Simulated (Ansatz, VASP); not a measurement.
**TaN: VASP beside Ansatz**

One calculation is typed for both programs; each brings its own data sets. How far apart do they land? The cell is taken from a series of runs on this material, whose earlier steps may have relaxed, scaled, displaced or heated it; both programs get it as it stands.

Main program and level: Ansatz 0.2.0; plane waves, with VASP 6.6.1 beside it; zone-centre phonons at LDA.

## Step 1: Starting point

Symmetry: P-62m, No. 189, hexagonal system. Conventional cell: a = 4.995 Å, b = 4.995 Å, c = 2.810 Å, α = 90.00°, β = 90.00°, γ = 120.00°. N has 5 Ta at 1.98 to 2.08 Å nearest. Nearest to Ta lie 6 N at 2.08 Å. Ta has 3 N at 1.98 Å nearest. Farther neighbours and most contacts between anions are not listed.

## Step 2: Ansatz: zone-centre phonons, LDA

Ansatz runs on its PAW soft_1 files.

Second derivatives magnify differences that forces hide, and they need a tight electronic threshold.

The input, input.yaml:

```yaml
crystal:
  lattice:
    - [4.9953837168, 0.0, 0.0]
    - [-2.4976918584, 4.3261292004, 0.0]
    - [0.0, 0.0, 2.809734252]
  atoms:
    - { symbol: "N", position: [0.3969732036, 0.0, 0.0] }
    - { symbol: "N", position: [0.6030267964, 0.6030267964, 0.0] }
    - { symbol: "N", position: [0.0, 0.3969732036, 0.0] }
    - { symbol: Ta, position: [0.3333333333, 0.6666666667, 0.5] }
    - { symbol: Ta, position: [0.6666666667, 0.3333333333, 0.5] }
    - { symbol: Ta, position: [0.0, 0.0, 0.0] }
kpoints:
  mp_grid: { grid: [9, 9, 12] }
hamiltonian:
  xc: lda
  pseudopotentials: { kind: paw, azcp: { folder: soft_1 }, xc_functional: pbe }
scf:
  occupations: { method: methfessel_paxton, width: 0.2 }
output:
  eigenvalues: true
phonons:
  method: dfpt
```

Started as:

```bash
$ ansatz run input.yaml --threads 4 --pin off --max-ram 16384MiB --backend cpu --events-out ev --progress --plain --runs-dir out
```

Numbers of over 12 decimals in the logs are rounded to 6 here.

The program printed:

```text
zone centre: on kpoints.mp_grid the ground state, and the responses unless they are solved on pairs of k-points, stand on 287 of the mesh's 972 k-points, reduced under 2 symmetry operations, with k and −k counted as one. Each operation leaves every solved displacement unchanged or reverses it
Engine: ansatz 0.2.0, aarch64-unknown-linux-gnu
Pseudopotentials: kind: paw
Pseudopotential: N, paw, valence charge 5, recommended cutoff 420 eV (normal), soft_1/N.paw.azcp
Pseudopotential: Ta, paw, valence charge 13, recommended cutoff 420 eV (normal), soft_1/Ta.paw.azcp
Functional definition: SPW92
  exchange = slater_x
  correlation = pw_c
Crystal: 6 atoms, lattice volume = 60.720 Å³
Basis set: ecut = 420 eV, 1203 PW (Γ), exchange–correlation on 72×72×40 points (8 copies of the dense FFT grid, shifted against one another)
Bands: 33, of which v1, the nominal top of the filled ones, is band 27 counted from 1 (26 counted from 0)
Symmetry: 12 space group operations
k-points: 287 of 972 (irreducible under 2 space group operations, time reversal used)
Non-local potential: N, projectors of the file, l = 0: 2, l = 1: 2, l = 2: 1
Non-local potential: Ta, projectors of the file, l = 0: 3, l = 1: 2, l = 2: 2, l = 3: 1
PAW form: soft (Blöchl's): semilocal exchange-correlation on the pseudo side does not see the compensation charge
PAW frozen core: N, regenerated for the run's functional, and the local potential with it (the file was generated under x = pbe(κ = 0.804, μ = 0.219515), c = pbe(β = 0.066725))
PAW frozen core: Ta, regenerated for the run's functional, and the local potential with it (the file was generated under x = pbe(κ = 0.804, μ = 0.219515), c = pbe(β = 0.066725))
PAW one-centre angular grid: N, 110 points (default); XC on 64 Gauss nodes
PAW one-centre angular grid: Ta, 590 points (default); XC on 64 Gauss nodes
Initial density: superposition of atomic densities (chi_scale 0.1, normalization cell, long waves kept (reshape's long-wave potential 0.01 eV rms))
Initial wavefunctions: pseudopotential atomic-orbital guess
Functional: x = slater, c = lda
SCF iter   1: F=—  HF=-30180.598444 eV  |F-HF|=—  |Δ(HF+E_count)|=         —  Δρ=7.88e-2  dr2=4.07e0  ethr=3.10e-3  ⟨swp⟩=4.9  Hψ=37695  notcnv=0
preconditioner: auto → Resta (q_TF=auto, 2.675 Å⁻¹)  ε∞=7.0  [insulator: Δε(μ)=0.144 eV  Ē_g=10.699 eV  σ=0.200 eV  W_gap=0.56  n_scr=26 (ndim 8)  ℏωp=26.1 eV  f_vac=0.000  D(μ)=0.16/eV (n_scr^D=0)  ε∞_Penn≈7.0]
SCF iter   2: F=—  HF=-30179.656589 eV  |F-HF|=—  |Δ(HF+E_count)|=   9.42e-1  S|Δr|=    0.00e0  Δρ=3.16e-2  dr2=3.07e-1  ethr=3.10e-3  ⟨swp⟩=2.0  Hψ=17431  notcnv=0  defer=352
preconditioner: auto → Kerker (q_TF=auto, 2.675 Å⁻¹)  [metal: Δε(μ)=0.060 eV  Ē_g=10.304 eV  σ=0.200 eV  W_gap=0.25  n_scr=26 (ndim 8)  ℏωp=26.1 eV  f_vac=0.000  D(μ)=0.36/eV (n_scr^D=0)]
SCF iter   3: F=—  HF=-30179.608958 eV  |F-HF|=—  |Δ(HF+E_count)|=   4.76e-2  S|Δr|=    0.00e0  Δρ=1.57e-2  dr2=8.03e-2  ethr=5.69e-4  ⟨swp⟩=1.0  Hψ=9119  notcnv=0  defer=352
SCF iter   4: F=—  HF=-30179.592296 eV  |F-HF|=—  |Δ(HF+E_count)|=   1.67e-2  S|Δr|=    0.00e0  Δρ=1.89e-3  dr2=2.08e-3  ethr=1.49e-4  ⟨swp⟩=2.6  Hψ=13634  notcnv=0  defer=352
SCF iter   5: F=—  HF=-30179.591813 eV  |F-HF|=—  |Δ(HF+E_count)|=   4.83e-4  S|Δr|=    0.00e0  Δρ=5.55e-4  dr2=1.85e-4  ethr=3.85e-6  ⟨swp⟩=2.4  Hψ=14290  notcnv=0  defer=343
SCF iter   6: F=—  HF=-30179.591762 eV  |F-HF|=—  |Δ(HF+E_count)|=   5.16e-5  S|Δr|=    0.00e0  Δρ=1.03e-4  dr2=7.74e-6  ethr=3.43e-7  ⟨swp⟩=2.0  Hψ=12550  notcnv=0  defer=343
SCF iter   7: F=—  HF=-30179.591757 eV  |F-HF|=—  |Δ(HF+E_count)|=   4.25e-6  S|Δr|=    0.00e0  Δρ=1.93e-5  dr2=1.95e-7  ethr=1.43e-8  ⟨swp⟩=2.0  Hψ=13412  notcnv=0  defer=343
SCF iter   8: F=—  HF=-30179.591763 eV  |F-HF|=—  |Δ(HF+E_count)|=   6.04e-6  S|Δr|=    0.00e0  Δρ=3.52e-6  dr2=8.13e-9  ethr=3.61e-10  ⟨swp⟩=2.0  Hψ=13796  notcnv=0  defer=343
SCF iter   9: F=—  HF=-30179.591763 eV  |F-HF|=—  |Δ(HF+E_count)|=   1.57e-9  S|Δr|=    0.00e0  Δρ=5.34e-7  dr2=1.51e-10  ethr=1.51e-11  ⟨swp⟩=2.3  Hψ=14065  notcnv=0  defer=343
SCF iter  10: F=-30179.591763 eV  HF=-30179.591763 eV  |F-HF|=3.64e-12  |Δ(HF+E_count)|=  7.28e-12  S|Δr|=    0.00e0  Δρ=7.31e-8  dr2=1.61e-12  ethr=1.00e-12  ⟨swp⟩=11.8  Hψ=50610  notcnv=0
SCF 1 converged in 10 iterations: F = -30179.591763 eV  dr2 = 1.61e-12
  greatest PAW one-centre occupation: 0.999 electrons in one spin orbital (limit 2), on the Ta atom at site 3 (counted from 0), in its partial waves of l = 0
DFPT response loops at Γ: preconditioner auto → Kerker (q_TF=auto, 2.675 Å⁻¹) (partly filled bands, converged f_vac=0.000); β = 1.00, the filter's whole step (`scf.mixing.beta` (0.50) is not read by the response loops under this deck's `scf.mixing.preconditioner`; to damp them name `kerker` or `kerker_dos`, under which they read `scf.mixing.beta`, and type it under 1.00, their step now; both keys bind the ground state too); Broyden in place of MSR1
SCF converged after 10 iterations
Stability not checked: this state was not tested for a lower state beside it, because cold or Methfessel-Paxton smearing, or corrected tetrahedra, fill the levels in a way that the test cannot read (fill_not_monotonic; see scf.lower_state_search)
Free energy (F): -30179.591763 eV
Harris-Foulkes:  -30179.591763 eV  (|F-HF|=3.64e-12)
Internal energy: -30179.594738 eV  (E = F + TS)
E sigma→0 (E₀):  -30179.592507 eV
Entropy (-TS):   0.002974 eV (0.496 meV/atom)
Fermi energy:    21.985427 eV
Step filling:    the computed levels leave a gap of 0.0071 eV = 0.0 smearing widths at the electron count; against every level under it full and every level over it empty, smearing changes F+E_penalty+E_count by +0.347 meV and its σ→0 estimate by -0.397 meV
--- Per-component energies (eV) ---
  E_band       = -111.100901
  E_kinetic    = 1597.284008
  E_local      = -1779.203586  (includes V_loc(G=0)·N_el)
  E_nonlocal   = 94.258411
  E_hartree    = 653.739864
  E_xc         = -1143.080546
  E_vxc        = -941.063380  (∫ρ·V_xc dr)
  E_paw        = -24533.266008  (= ΣΔE_a)
  E_vpaw       = -389.859159  (= ΣTr[D̂ρ^β])
  E_aug_tail   = 0.003078  (compensation charges beyond the density's cutoff)
  E_ewald      = -5070.347081
  E_core_change = 1.017123  (= ΣΔE_core)
  E_smearing   = 0.002974  (= −TS)
  E_closure    = -0.000000  (closes the sum)
  Σ components = -30179.591763   (vs F -30179.591763, Δ=0.00e0)
--- Band table (eV; the first three rows and the last of 287) ---
  k-point 0: bands = [... 23 lower, 17.2665, 18.3567, 19.8213, 20.7954, 20.7954, 22.4150, 22.4150, 24.1216, ... 2 higher]
  k-point 1: bands = [... 23 lower, 16.9203, 18.5687, 20.2000, 20.3864, 20.3864, 22.9464, 22.9464, 24.1409, ... 2 higher]
  k-point 2: bands = [... 23 lower, 16.2871, 19.3402, 19.9391, 19.9391, 21.0985, 23.4370, 23.4370, 24.1423, ... 2 higher]
  k-point 286: bands = [... 23 lower, 17.5539, 18.2382, 19.5786, 20.6652, 23.1644, 23.7533, 25.1272, 25.1300, ... 2 higher]
--- Phonons (Γ-DFPT): 7 representative perturbations + reference, on 287 of 972 k-points (Σ response iterations 22) ---
  k mesh reduced under 2 symmetry operations, with k and −k counted as one. Each operation leaves every solved displacement unchanged or reverses it
  ASR residual: 3.863e-5 → 0.000e0 eV/Å²; symmetrization residual: 4.142e-6 eV/Å²
  ASR residual per site (eV/Å²): 3.19e-5 3.19e-5 3.19e-5 3.86e-5 3.86e-5 3.63e-5
  Γ frequencies (cm⁻¹): 0.00 0.00 0.00 160.92 211.90 211.90 227.27 267.12 267.12 684.07 684.07 687.98 706.50 713.96 713.96 741.43 741.43 828.83
  non-analytic LO–TO correction: not included (Born effective charges unavailable; polar crystals: no LO–TO splitting at Γ)
```

Reading the cycles: dr2 is the Hartree energy of the density residual (eV), the measure of convergence; HF is the Harris–Foulkes estimate of the energy, which meets the free energy F at convergence.

[end of part 1 of 3]

[Lines on the potential files, build, host, timing and source positions are cut from VASP's logs without a mark.]

[Logs are printed without paths, hosts, clocks, repeated set-up lines and the standing remarks that a program may print on its own settings, such as how far it seeks lower states.]

[Hosts, paths, dates, database ids (printed as entryN), source tags and the programs' standing remarks are cut or masked in the printed files.]
